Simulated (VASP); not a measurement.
MgSb (space group C2/m): computed properties

Calculation: PBEsol GGA, VASP's PBE PAW potentials (set 64) (plane waves; VASP 6.6.1).

```
Item                                                                                             Value
----------------------------------  ------------------------------------------------------------------
space group                                                                                  C2/m (12)
cell                                a = 11.252 Å, b = 3.320 Å, c = 5.177 Å, α = γ = 90.00°, β = 98.96°
volume per atom                                                                         23.88 Å^3/atom
band gap (over mesh and band path)                            none (metal, semimetal or under 0.01 eV)
band gap with spin-orbit coupling                                                      none (metallic)
density                                                                                     5.08 g/cm³
```

Space group C2/m (No. 12); a = 11.2520 Å, b = 3.3204 Å, c = 5.1766 Å, α = 90.00°, β = 98.96°, γ = 90.00°

```tsv
atom	site	symmetry	x	y	z
Mg	4i	m	0.1155	0.5000	0.2854
Sb	4i	m	0.1255	0.0000	0.7816
```
(The calculation used a cell of 4 atoms; values per cell refer to that cell.)

Unless said otherwise, spin-orbit coupling is left out, though it shifts the bands of the heavy elements here.

The structure comes from a computed database's MgSb entry (C2/m); how it stands against other phases isn't given here. It was relaxed first. Symmetry was kept, so distortions that lower it aren't found.
